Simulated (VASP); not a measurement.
Energy against volume of GdN (rock salt). Calculation: PBE GGA, VASP's PBE PAW potentials (set 64) (plane waves; VASP 6.6.1). Numerical set-up: 520 eV cut-off, 13×13×13 Γ-centred mesh, first-order Methfessel-Paxton smearing of 0.10 eV, potentials Gd_3 N.

The 4f electrons are frozen in the core of the lanthanide potential, so 4f levels, which can set the real gap, and their magnetism are missing.

| V (Å³/atom) | E (eV/atom) |
|---|---|
| 14.512 | -8.05193 |
| 14.975 | -8.07525 |
| 15.438 | -8.08271 |
| 15.901 | -8.07663 |

**Question.** Fit these four points and predict the energy of the run at 16.365 Å³/atom.

**Answer.** A cubic in V^(−2/3), the third-order Birch-Murnaghan form, passes through the four points with V0 = 15.45 Å³/atom and B0 = 155 GPa, and gives -8.0590 eV/atom there. The run gave -8.0590 eV/atom, -0.0 meV/atom from the fit; all five points give B0 = 155 GPa.

The compound is GdN in the rock salt structure. It was relaxed first.
